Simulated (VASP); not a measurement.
Input for VASP

### POSCAR
```
WSi2
1
   -1.6114062499     1.6114062499     3.9312720357
    1.6114062499    -1.6114062499     3.9312720357
    1.6114062499     1.6114062499    -3.9312720357
Si W
2 1
Direct
  0.6653211915   0.6653211915   0.0000000000
  0.3346788085   0.3346788085   0.0000000000
  0.0000000000   0.0000000000   0.0000000000
```

KPOINTS:
```
Automatic mesh
0
Gamma
15 15 15
```

### INCAR
```
LWAVE=.FALSE.
NEDOS=601   # DOS grid
LASPH=.TRUE.
PREC=Accurate
LCHARG=.TRUE.
ALGO=Normal   # blocked Davidson
LMAXMIX=6   # l cut-off of mixed one-centre charges
ISMEAR=-5   # tetrahedra, Bloechl
GGA=MK
ISIF=2   # forces and stress, cell fixed
LEFG=.TRUE.
PARAM2=1.0
PARAM1=0.1234
LORBIT=11   # lm-projected
LREAL=.FALSE.
SYSTEM=WSi2
AGGAC=0.0
LUSE_VDW=.TRUE.
NELM=100
ENCUT=520
EDIFF=1E-7   # SCF stop (eV)
```

POTCAR, in this order: Si W_sv (PBE.64 set). Program: vasp_std.

Problem. Write an equivalent input for Quantum ESPRESSO's pw.x.

Solution. One equivalent input (not run):
```
&CONTROL
  calculation = 'scf'
  pseudo_dir = './pseudo'
  outdir = './out'
  tprnfor = .true.
  tstress = .true.
/
&SYSTEM
  ibrav = 0
  nat = 3
  ntyp = 2
  ecutwfc = 74
  occupations = 'tetrahedra'
  input_dft = 'vdw-df-ob86'
/
&ELECTRONS
  conv_thr = 7.3e-09
  electron_maxstep = 100
/
ATOMIC_SPECIES
  Si 28.085 Si.upf
  W 183.840 W.upf
CELL_PARAMETERS angstrom
    -1.6114062    1.6114062    3.9312720
     1.6114062   -1.6114062    3.9312720
     1.6114062    1.6114062   -3.9312720
ATOMIC_POSITIONS crystal
  Si   0.6653212  0.6653212  0.0000000
  Si   0.3346788  0.3346788  0.0000000
  W    0.0000000  0.0000000  0.0000000
K_POINTS automatic
  15 15 15 0 0 0
```
What does not carry over: the potentials are each code's own (VASP's PAW set, PseudoDojo norm-conserving files in pw.x), so ENCUT and ecutwfc are chosen apart and not converted; conv_thr bounds pw.x's estimated SCF error, while EDIFF bounds the energy change between steps; the field gradients of LEFG aren't asked of the other code.

The compound is WSi2 in the MoSi2 type structure. It was relaxed first.
